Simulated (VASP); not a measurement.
Consider the following.

```
CELL_PARAMETERS angstrom
      1.58423    -2.74397     0.00000
      1.58423     2.74397     0.00000
      0.00000     0.00000    12.87043
ATOMIC_POSITIONS crystal
  W  0.33333 0.66667 0.25000
  W  0.66667 0.33333 0.75000
  S  0.33333 0.66667 0.87096
  S  0.66667 0.33333 0.37096
  S  0.66667 0.33333 0.12904
  S  0.33333 0.66667 0.62904
```

Calculation: SCAN meta-GGA, VASP's PBE PAW potentials (set 64) (plane waves; VASP 6.6.1). Run with 520 eV cut-off, 9×9×2 Γ-centred mesh, tetrahedra with Blöchl corrections, potentials W_sv S.

Unless said otherwise, spin-orbit coupling is left out, though it shifts the bands of the heavy elements here.

**Question.** Give the energies of bands 17 to 30 at the high-symmetry points, in eV from the valence-band maximum.

**Answer.** 
```
band      Γ      M      K      A      L      H
----  -----  -----  -----  -----  -----  -----
17    -3.61  -5.43  -5.31  -3.61  -5.18  -5.24
18    -3.61  -4.99  -5.17  -3.61  -5.18  -5.24
19    -3.54  -4.17  -4.64  -2.80  -4.15  -4.72
20    -2.28  -4.13  -4.64  -2.80  -4.15  -4.72
21    -2.28  -2.84  -4.02  -2.27  -2.80  -3.88
22    -2.25  -2.73  -4.02  -2.27  -2.80  -3.88
23    -2.25  -1.97  -2.98  -2.27  -1.92  -3.05
24    -1.77  -1.86  -2.98  -2.27  -1.92  -3.05
25    -1.00  -1.59  -0.60  -0.32  -1.53  -0.54
26     0.00  -1.49  -0.47  -0.32  -1.53  -0.54
27     2.62   2.55   1.36   2.62   2.56   1.36
28     2.63   2.57   1.36   2.62   2.56   1.36
29     2.63   2.90   2.66   2.62   3.00   3.05
30     2.65   3.08   3.56   2.63   3.00   3.05
```

The gap is indirect, 1.36 eV, from the valence maximum at Γ to the conduction minimum at K.

The compound is WS2 in the 2H layered structure. It was relaxed first, which changed the volume by +6 %.
